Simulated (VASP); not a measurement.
Al2Cu (Khatyrkite):

```
Al Cu
1.0
    -3.03350    3.03350    2.43850
     3.03350   -3.03350    2.43850
     3.03350    3.03350   -2.43850
Al Cu
4 2
Direct
  0.65810 0.15810 0.81620
  0.15810 0.34190 0.50000
  0.34190 0.84190 0.18380
  0.84190 0.65810 0.50000
  0.25000 0.25000 0.00000
  0.75000 0.75000 0.00000
```

| Item | Value |
| --- | --- |
| Program | VASP 6.6.1 |
| Task | relaxation of cell and atoms |
| Functional | PBEsol |
| Potentials or basis | VASP PAW PBE potentials, release 64 (Al, Cu) |
| Cutoff | 600 eV |
| k mesh | 10 × 10 × 10 |
| Occupations | methfessel-paxton, width 0.1 eV |
| Spin | no spin polarisation |

At the start: pressure -3.5 GPa; volume 14.96 Å³/atom.

Q: How do energy, volume and symmetry change on relaxing?

A: Over 6 steps the energy falls by 5.4 meV/atom and the volume is 14.50 Å³/atom (-3.1 %); space group I4/mcm (No. 140, to 0.05 Å).

Step by step:
| step | energy change (eV) | largest force (eV/Å) | pressure (GPa) | volume (Å³) |
| --- | --- | --- | --- | --- |
| 1 | 0.0000 | 0.1014 | -3.47 | 89.76 |
| 2 | -0.0252 | 0.0333 | 1.33 | 85.62 |
| 3 | -0.0314 | 0.0573 | 0.09 | 86.89 |
| 4 | -0.0313 | 0.0581 | -0.09 | 86.94 |
| 5 | -0.0319 | 0.0407 | -0.11 | 86.96 |
| 6 | -0.0325 | 0.0046 | -0.04 | 86.99 |

Final structure:
```yaml
crystal:
  lattice:
    - [-2.99835, 2.99835, 2.41903]
    - [2.99835, -2.99835, 2.41903]
    - [2.99835, 2.99835, -2.41903]
  atoms:
    - { symbol: Al, position: [0.65953, 0.15953, 0.81906] }
    - { symbol: Al, position: [0.15953, 0.34047, 0.50000] }
    - { symbol: Al, position: [0.34047, 0.84047, 0.18094] }
    - { symbol: Al, position: [0.84047, 0.65953, 0.50000] }
    - { symbol: Cu, position: [0.25000, 0.25000, 0.00000] }
    - { symbol: Cu, position: [0.75000, 0.75000, 0.00000] }
```

Caveat: the PAW data sets were made with another functional, which shifts forces and pressure a little.
